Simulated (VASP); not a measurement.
# Ga₃InAs₄ (ordered alloy cell): computed properties

Level of theory: PBEsol GGA, VASP's PBE PAW potentials (set 64) (plane waves; VASP).

| Item | Value |
|---|---|
| space group | P-43m (215) |
| cell | a = 5.765 Å, b = 5.765 Å, c = 5.765 Å, α = 90.00°, β = 90.00°, γ = 90.00° |
| volume per atom | 23.95 Å^3/atom |
| band gap (over mesh and band path) | 0.10 eV |
| smallest direct gap (over mesh and band path) | 0.10 eV |
| band-edge character | direct, Γ to Γ |
| density | 5.41 g/cm³ |

```xyz
8
Lattice="5.7649 0.0000 0.0000 0.0000 5.7649 0.0000 0.0000 0.0000 5.7649" Properties=species:S:1:pos:R:3 pbc="T T T"
In     0.0000     0.0000     0.0000
As     1.4965     1.4965     1.4965
As     4.2684     4.2684     1.4965
As     4.2684     1.4965     4.2684
As     1.4965     4.2684     4.2684
Ga     2.8825     2.8825     0.0000
Ga     2.8825     0.0000     2.8825
Ga     0.0000     2.8825     2.8825
```

Unless said otherwise, spin-orbit coupling is left out, though it shifts the bands of the heavy elements here.

The structure was generated: Ga3InAs4 was put into an ordered model structure (P-43m), which need not be its known phase. It was relaxed first. Symmetry was kept, so distortions that lower it aren't found.
